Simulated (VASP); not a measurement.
Energy against volume of Re (hcp). Level of theory: PBE GGA, VASP's PBE PAW potentials (set 64) (plane waves; VASP). Settings: 520 eV cut-off, 15×15×8 Γ-centred mesh, first-order Methfessel-Paxton smearing of 0.10 eV, potentials Re.

Shape and ions are relaxed at each volume.

| V (Å³/atom) | E (eV/atom) |
|---|---|
| 14.481 | -12.41004 |
| 14.929 | -12.42704 |
| 15.376 | -12.41255 |
| 15.824 | -12.37147 |

Fit these four points and predict the energy of the run at 14.033 Å³/atom.

A cubic in V^(−2/3), the third-order Birch-Murnaghan form, passes through the four points with V0 = 14.93 Å³/atom and B0 = 375 GPa, and gives -12.3555 eV/atom there. The run gave -12.3558 eV/atom, -0.3 meV/atom from the fit; all five points give B0 = 374 GPa.

The compound is Re in the hcp structure. It was relaxed first.
